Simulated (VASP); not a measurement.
C:

```
C
1.0
     1.23319    0.71198    8.28262
    -1.23319    0.71198    8.28262
     0.00000   -1.42396    8.28262
C
4
Direct
  0.91283 0.91283 0.91283
  0.24615 0.24615 0.24615
  0.75385 0.75385 0.75385
  0.08717 0.08717 0.08717
```

This isn't the form of C at room conditions, which is graphite.

- Program: VASP 6.6.1
- Task: relaxation of cell and atoms
- Functional: LDA
- Potentials or basis: VASP PAW LDA potentials, release 64 (C)
- Cutoff: 520 eV
- k mesh: 3 × 3 × 3
- Occupations: gaussian, width 0.02 eV
- Spin: no spin polarisation

At the start: pressure -3.9 GPa; volume 10.91 Å³/atom.

How do energy, volume and symmetry change on relaxing?

Over 41 steps the energy falls by 119.1 meV/atom and the volume is 7.99 Å³/atom (-26.7 %); space group R-3m (No. 166, to 0.05 Å).

The path:
```tsv
step	energy change (eV)	largest force (eV/Å)	pressure (GPa)	volume (Å³)
1	0.0000	0.0931	-3.94	43.63
3	-0.0099	0.0946	0.07	42.87
5	-0.1114	0.1543	-0.06	39.87
7	0.2559	1.4557	18.58	26.45
9	-0.4576	0.0705	3.78	30.28
11	-0.4702	0.0711	2.42	31.19
13	-0.4722	0.0577	-0.19	31.34
15	-0.4734	0.0646	0.08	31.35
17	-0.4745	0.0671	0.35	31.39
19	-0.4751	0.0334	0.43	31.47
21	-0.4760	0.0183	0.03	31.69
23	-0.4761	0.0175	0.85	32.00
25	-0.4765	0.0067	-0.04	31.98
27	-0.4765	0.0015	-0.14	31.95
29	-0.4765	0.0025	0.00	31.95
31	-0.4765	0.0041	0.02	31.95
33	-0.4765	0.0051	0.03	31.95
35	-0.4765	0.0042	0.02	31.95
37	-0.4765	0.0017	-0.01	31.96
39	-0.4765	0.0020	0.03	31.96
41	-0.4765	0.0008	0.00	31.97
```

Final structure:
```yaml
crystal:
  lattice:
    - [1.22648, 0.70811, 6.13576]
    - [-1.22648, 0.70811, 6.13576]
    - [0.00000, -1.41621, 6.13576]
  atoms:
    - { symbol: C, position: [0.90719, 0.90719, 0.90719] }
    - { symbol: C, position: [0.24048, 0.24048, 0.24048] }
    - { symbol: C, position: [0.75952, 0.75952, 0.75952] }
    - { symbol: C, position: [0.09281, 0.09281, 0.09281] }
```

Caveat: the k mesh is coarse (spacing up to 0.98 Å⁻¹), so the values aren't converged; the volume moved by over 15 % at a fixed basis, so the end points are rough.
